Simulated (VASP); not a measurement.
VASP ran on this input.

### POSCAR
```
ZnSe
1
    0.0000000000     2.7890755189     2.7890755189
    2.7890755189     0.0000000000     2.7890755189
    2.7890755189     2.7890755189     0.0000000000
Zn Se
1 1
Direct
  0.0000000000   0.0000000000   0.0000000000
  0.2500000000   0.2500000000   0.2500000000
```

KPOINTS:
```
Automatic mesh
0
Gamma
8 8 8
0 0 0
```

**INCAR**
```
! general
SYSTEM   = ZnSe
PREC     = Accurate
ENCUT    = 520   ! plane-wave cut-off (eV)
LREAL    = .False.   ! projection in real space or not
LASPH    = .True.   ! aspherical one-centre terms

! electronic loop
EDIFF    = 1E-7   ! SCF stop (eV)
NELM     = 100   ! most electronic steps
ALGO     = Normal   ! blocked Davidson
LMAXMIX  = 4   ! l cut-off of mixed one-centre charges

! smearing
ISMEAR   = 0   ! Gaussian
SIGMA    = 0.05

! functional
GGA      = MK
LUSE_VDW = .True.
AGGAC    = 0.0
PARAM1   = 0.1234
PARAM2   = 1.0

! ions
ISIF     = 2

! output
LWAVE    = .False.
LCHARG   = .False.
```

POTCAR, in this order: Zn Se (PBE.64 set). Program: vasp_std.

**Question.** Translate this optB86b-vdW calculation to Quantum ESPRESSO's pw.x.

**Answer.** One equivalent input (not run):
```
&CONTROL
  calculation = 'scf'
  pseudo_dir = './pseudo'
  outdir = './out'
  tprnfor = .true.
  tstress = .true.
/
&SYSTEM
  ibrav = 0
  nat = 2
  ntyp = 2
  ecutwfc = 86
  occupations = 'smearing'
  smearing = 'gaussian'
  degauss = 0.003675
  input_dft = 'vdw-df-ob86'
/
&ELECTRONS
  conv_thr = 7.3e-09
  electron_maxstep = 100
/
ATOMIC_SPECIES
  Zn 65.380 Zn.upf
  Se 78.971 Se.upf
CELL_PARAMETERS angstrom
     0.0000000    2.7890755    2.7890755
     2.7890755    0.0000000    2.7890755
     2.7890755    2.7890755    0.0000000
ATOMIC_POSITIONS crystal
  Zn   0.0000000  0.0000000  0.0000000
  Se   0.2500000  0.2500000  0.2500000
K_POINTS automatic
  8 8 8 0 0 0
```
Limits of the translation: the potentials are each code's own (VASP's PAW set, PseudoDojo norm-conserving files in pw.x), so ENCUT and ecutwfc are chosen apart and not converted; conv_thr bounds pw.x's estimated SCF error, while EDIFF bounds the energy change between steps.

The compound is ZnSe in the zinc blende structure. This cell is one point of a volume scan, at 0.94 of the reference volume.
